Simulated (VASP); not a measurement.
Input:

```
CELL_PARAMETERS angstrom
      0.00000     2.72217     2.72217
      2.72217     0.00000     2.72217
      2.72217     2.72217     0.00000
ATOMIC_POSITIONS crystal
  Ag 0.00000 0.00000 0.00000
  Cl 0.50000 0.50000 0.50000
```

Computed with PBEsol GGA, VASP's PBE PAW potentials (set 64) (plane waves; VASP). Numerical set-up: 520 eV cut-off, 8×8×8 Γ-centred mesh, Gaussian smearing of 0.050 eV, potentials Ag Cl.

### Question
What does the run give for the energy per atom (σ→0), band gap (on the k-mesh) with the smallest direct gap where there is one?

### Answer

```yaml
band gap (on the k-mesh): 0.72 eV
smallest direct gap (on the k-mesh): 3.23 eV
energy per atom (σ→0): -3.031 eV/atom
```

Only differences to runs with the same potentials and settings are physical.

The compound is AgCl in the rock salt structure. It was relaxed first, which changed the volume by -6 %. The start is the result of an earlier pass.
